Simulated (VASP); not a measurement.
The cell holds one Li (bcc) (211) slab, with vacuum along c, ions free to move until forces fall under 0.03 eV/Å, no reconstruction beyond this cell, dipole correction on.

```yaml
crystal:
  lattice:
    - [3.00252, 0.00000, 0.00000]
    - [0.00000, 4.90310, 0.00000]
    - [0.00000, 0.00000, 24.80902]
  atoms:
    - { symbol: Li, position: [0.47427, 0.50000, 0.32998] }
    - { symbol: Li, position: [0.83410, 0.00000, 0.38585] }
    - { symbol: Li, position: [0.16726, 0.50000, 0.44251] }
    - { symbol: Li, position: [0.50000, 0.00000, 0.50000] }
    - { symbol: Li, position: [0.83274, 0.50000, 0.55749] }
    - { symbol: Li, position: [0.16590, 0.00000, 0.61415] }
    - { symbol: Li, position: [0.52573, 0.50000, 0.67002] }
```

Level of theory: r2SCAN meta-GGA, VASP's PBE PAW potentials (set 64) (plane waves; VASP 6.6.1). Settings: 450 eV cut-off, 9×6×1 Γ-centred mesh, first-order Methfessel-Paxton smearing of 0.10 eV, potentials Li_sv.

Slab and bulk use different k-meshes, so the surface energy is good to a few per cent at best.

Problem. Predict its surface energy, work function, band gap (on the k-mesh).

Solution. 
surface energy: 0.54 J/m²
work function: 2.98 eV
band gap (on the k-mesh): none (metal, semimetal or under 0.01 eV)

The cell is a thin slab with vacuum, built from Li (bcc): (211) face.
